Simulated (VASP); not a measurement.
# BeCr3 (Pm-3m) in VASP: further runs, part 2 of 2

VASP 6.6.1.

## (3) Relaxation of shape and atoms at fixed volume, PBEsol, collinear spin, ferromagnetic start

The input, INCAR:

```
PREC     = Accurate       # precision mode
ENCUT    = 600            # plane-wave cutoff, eV
EDIFF    = 1E-7           # SCF threshold, eV
ISMEAR   = -1             # smearing method
SIGMA    = 0.05           # smearing width, eV
LREAL    = False          # projectors in reciprocal space
LASPH    = True           # aspherical terms in the spheres
NELM     = 100            # most SCF steps
ALGO     = Fast           # electronic algorithm
ISIF     = 4              # what is computed and relaxed
LWAVE    = False          # write WAVECAR
LCHARG   = False          # write CHGCAR
ISPIN    = 2              # spin polarisation
MAGMOM   = 3 3 3 0        # initial moments
LORBIT   = 11             # projections on sites
LMAXMIX  = 4              # l up to which the mixer works
GGA      = PS             # functional
IBRION   = 2              # ionic algorithm
NSW      = 60             # ionic steps
EDIFFG   = -0.01          # ionic threshold
PSTRESS  = 0
```

The input, KPOINTS:

```
regular mesh
0
Gamma
  6 6 6
```

The input, POSCAR:

```
BeCr3
1.0
    3.5112140000      0.0000000000      0.0000000000
    0.0000000000      3.5112140000      0.0000000000
    0.0000000000      0.0000000000      3.5112140000
Cr Be
3 1
Direct
    0.5000000000      0.5000000000      0.0000000000
    0.5000000000      0.0000000000      0.5000000000
    0.0000000000      0.5000000000      0.5000000000
    0.0000000000      0.0000000000      0.0000000000
```

Potentials or basis: VASP PAW PBE potentials, release 64 (Cr_pv, Be).

Command:

```bash
> cat potpaw_PBE.64/Cr_pv/POTCAR potpaw_PBE.64/Be/POTCAR > POTCAR
> mpirun -np 1 vasp_std > vasp.out
```

OUTCAR:

```text
PREC = Accurate
   ENCUT = 600
   EDIFF = 1E-7
   ISMEAR = -1
   LREAL = False
   LASPH = True
   NELM = 100
   ISIF = 4
   ISPIN = 2
   LORBIT = 11
   GGA = PS
   IBRION = 2
   NSW = 60
   EDIFFG = -0.01
   PSTRESS = 0

 ion  position               nearest neighbor table
   1  0.500  0.500  0.000-   2 2.48   3 2.48   4 2.48   2 2.48   3 2.48   2 2.48   4 2.48   2 2.48
                             3 2.48   4 2.48   3 2.48   4 2.48
   2  0.500  0.000  0.500-   1 2.48   3 2.48   4 2.48   1 2.48   4 2.48   1 2.48   3 2.48   1 2.48
                             3 2.48   4 2.48   4 2.48   3 2.48
   3  0.000  0.500  0.500-   1 2.48   2 2.48   4 2.48   1 2.48   4 2.48   2 2.48   4 2.48   4 2.48
                             1 2.48   2 2.48   1 2.48   2 2.48
   4  0.000  0.000  0.000-   1 2.48   2 2.48   3 2.48   2 2.48   3 2.48   1 2.48   3 2.48   3 2.48
                             1 2.48   2 2.48   2 2.48   1 2.48

  LATTYP: Found a simple cubic cell.
 ALAT       =     3.5112140000

  Lattice vectors:

 A1 = (   3.5112140000,   0.0000000000,   0.0000000000)
 A2 = (   0.0000000000,   3.5112140000,   0.0000000000)
 A3 = (   0.0000000000,   0.0000000000,   3.5112140000)

Analysis of symmetry for initial positions (statically):
=====================================================================
 Subroutine PRICEL returns:
 Original cell was already a primitive cell.

 Routine SETGRP: Setting up the symmetry group for a
 simple cubic supercell.

 Subroutine GETGRP returns: Found 48 space group operations
 (whereof 48 operations were pure point group operations)
 out of a pool of 48 trial point group operations.

The static configuration has the point symmetry O_h .

Analysis of symmetry for dynamics (positions and initial velocities):
=====================================================================
 Subroutine PRICEL returns:
 Original cell was already a primitive cell.

 Routine SETGRP: Setting up the symmetry group for a
 simple cubic supercell.

 Subroutine GETGRP returns: Found 48 space group operations
[... 169 lines left out ...]

 val. band max:        9.6781985510   @ k =   0.5000   0.1667   0.0000
 cond. band min:       9.7216852146   @ k =   0.1667   0.0000   0.0000
 fundamental gap:      0.0434866636
 Fermi energy:         9.7145459075

 spin component 1

 k-point     1 :       0.0000    0.0000    0.0000
  band No.  band energies     occupation
      1     -33.4817      1.00000
      2     -33.4817      1.00000
      3     -33.4817      1.00000
      4     -33.0033      1.00000
      5     -33.0033      1.00000
      6     -33.0033      1.00000
[... 609 lines left out ...]
     27      12.3549      0.00000
     28      12.3549      0.00000
 Fermi energy:         9.7145459075

 spin component 2

 k-point     1 :       0.0000    0.0000    0.0000
  band No.  band energies     occupation
      1     -33.4817      1.00000
      2     -33.4817      1.00000
      3     -33.4817      1.00000
      4     -33.0033      1.00000
      5     -33.0033      1.00000
      6     -33.0033      1.00000
[... 609 lines left out ...]
     27      12.3549      0.00000
     28      12.3549      0.00000

------------------------ aborting loop because EDIFF is reached ----------------------------------------

  FORCE on cell =-STRESS in cart. coord.  units (eV):
  Direction    XX          YY          ZZ          XY          YZ          ZX
  --------------------------------------------------------------------------------------
  -------------------------------------------------------------------------------------
  Total       -2.2445355     -2.2445355     -2.2445355      0.0000000      0.0000000      0.0000000
  in kB      -83.0740060    -83.0740060    -83.0740060      0.0000000      0.0000000      0.0000000
  external PRESSURE =     -83.0740060 kB  Pullay stress =       0.0000000 kB

 VOLUME and BASIS-vectors are now :
 -----------------------------------------------------------------------------
  energy-cutoff  :      600.00
  volume of cell :       43.29
      direct lattice vectors                 reciprocal lattice vectors
     3.511214000  0.000000000  0.000000000     0.284801781  0.000000000  0.000000000
     0.000000000  3.511214000  0.000000000     0.000000000  0.284801781  0.000000000
     0.000000000  0.000000000  3.511214000     0.000000000  0.000000000  0.284801781

 POSITION                                       TOTAL-FORCE (eV/Angst)
 -----------------------------------------------------------------------------------
      1.75561      1.75561      0.00000         0.000000      0.000000      0.000000
      1.75561      0.00000      1.75561         0.000000      0.000000      0.000000
      0.00000      1.75561      1.75561         0.000000      0.000000      0.000000
      0.00000      0.00000      0.00000         0.000000      0.000000      0.000000
 -----------------------------------------------------------------------------------
    total drift:                                0.000000      0.000000      0.000000

  FREE ENERGIE OF THE ION-ELECTRON SYSTEM (eV)
  ---------------------------------------------------
  free  energy   TOTEN  =       -34.1745128860 eV

  energy  without entropy=      -34.1467309267  energy(sigma->0) =      -34.16062191

 reached required accuracy - stopping structural energy minimisation

 total charge

# of ion       s       p       d       tot
------------------------------------------
    1        0.418   6.374   4.264  11.056
    2        0.418   6.374   4.264  11.056
    3        0.418   6.374   4.264  11.056
    4        0.440   0.726   0.000   1.166
--------------------------------------------------
tot          1.694  19.847  12.791  34.333

 magnetization (x)

# of ion       s       p       d       tot
------------------------------------------
    1        0.000   0.000  -0.000  -0.000
    2        0.000   0.000  -0.000  -0.000
    3        0.000   0.000  -0.000  -0.000
    4        0.000   0.000   0.000   0.000
--------------------------------------------------
tot          0.000   0.000  -0.000  -0.000
```

CONTCAR:

```text
BeCr3
   1.00000000000000
     3.5112139999999998    0.0000000000000000    0.0000000000000000
     0.0000000000000000    3.5112139999999998    0.0000000000000000
     0.0000000000000000    0.0000000000000000    3.5112139999999998
  Cr              Be
     3     1
Direct
     0.5000000000000000    0.5000000000000000    0.0000000000000000
     0.5000000000000000    0.0000000000000000    0.5000000000000000
     0.0000000000000000    0.5000000000000000    0.5000000000000000
     0.0000000000000000    0.0000000000000000    0.0000000000000000

  0.00000000E+00  0.00000000E+00  0.00000000E+00
  0.00000000E+00  0.00000000E+00  0.00000000E+00
  0.00000000E+00  0.00000000E+00  0.00000000E+00
  0.00000000E+00  0.00000000E+00  0.00000000E+00
```

Run time: 30 s. Hardware: 1 thread of Intel Xeon 6975P-C (Granite Rapids), shared host; peak memory 0.18 GiB.

Results:

```yaml
Free_energy: -34.1745 eV
Pressure_after_relaxing: -8.3 GPa
Band_gap_on_the_k_mesh: none (metal or under the smearing width)
Net_moment: 0.00 μB per cell
Valence_electrons_inside_the_program's_atomic_spheres: Cr 11.06; Be 1.17
```

Final structure:
```
CELL_PARAMETERS angstrom
3.51121 0.00000 0.00000
0.00000 3.51121 0.00000
0.00000 0.00000 3.51121
ATOMIC_POSITIONS crystal
Cr 0.50000 0.50000 0.00000
Cr 0.50000 0.00000 0.50000
Cr 0.00000 0.50000 0.50000
Be 0.00000 0.00000 0.00000
```

Caveat: the starting moments collapsed, and a magnetic state may lie lower; the relaxation stopped at its first step, so nothing moved; the PAW data sets were made with another functional, which shifts forces and pressure a little.

## (4) The reference run

An earlier run on the cell as given: functional PBE; potentials or basis VASP PAW PBE potentials, release 64 (Cr_pv, Be); cutoff 520 eV; k mesh 8 × 8 × 8; occupations fermi-dirac, width 0.05 eV; collinear spin, ferromagnetic start; starting moments [3.0, 3.0, 3.0, 0.0] μB.

- Pressure: -0.9 GPa
- Band gap on the k mesh: none (metal or under the smearing width)
- Net moment: 0.00 μB per cell
- Valence electrons inside the program's atomic spheres: Cr 11.05; Be 1.17
